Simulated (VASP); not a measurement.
OSZICAR of a VASP run on As (a7):

**OSZICAR**
```
       N       E                     dE             d eps       ncg     rms          rms(c)
DAV:   1     0.297826016839E+02    0.29783E+02   -0.43679E+03  3402   0.910E+02
DAV:   2    -0.804877715644E+01   -0.37831E+02   -0.36830E+02  5201   0.124E+02
DAV:   3    -0.917831538492E+01   -0.11295E+01   -0.11268E+01  3992   0.255E+01
DAV:   4    -0.918387837491E+01   -0.55630E-02   -0.55617E-02  4394   0.178E+00
DAV:   5    -0.918388923286E+01   -0.10858E-04   -0.10857E-04  3904   0.685E-02    0.361E+00
DAV:   6    -0.917701540160E+01    0.68738E-02   -0.36081E-03  3738   0.511E-01    0.217E+00
DAV:   7    -0.917409475489E+01    0.29206E-02   -0.81406E-03  3654   0.793E-01    0.903E-02
DAV:   8    -0.917421446908E+01   -0.11971E-03   -0.17245E-04  3646   0.103E-01    0.264E-02
DAV:   9    -0.917424232134E+01   -0.27852E-04   -0.34627E-05  3992   0.500E-02    0.725E-03
DAV:  10    -0.917424222047E+01    0.10087E-06   -0.20676E-06  3481   0.993E-03
   1 F= -.67819131E+01 E0= -.67819524E+01  d E =-.678191E+01
```

**Question.** Which electronic solver shows in the log?

**Answer.** It is blocked Davidson (ALGO = Normal, or the opening steps of other solvers). The INCAR had ALGO = Normal.

**Question.** Can the final energy be trusted as converged?

**Answer.** The calculation finished and met its thresholds. It stopped with EDIFF = 1E-6, NELM = 100, NSW = 40 and EDIFFG = -0.02 after 1 ionic step (PBE GGA, plane waves, VASP's PBE PAW potentials (set 64)).

The compound is As in the a7 structure. It was relaxed first under an external pressure of 10 GPa.
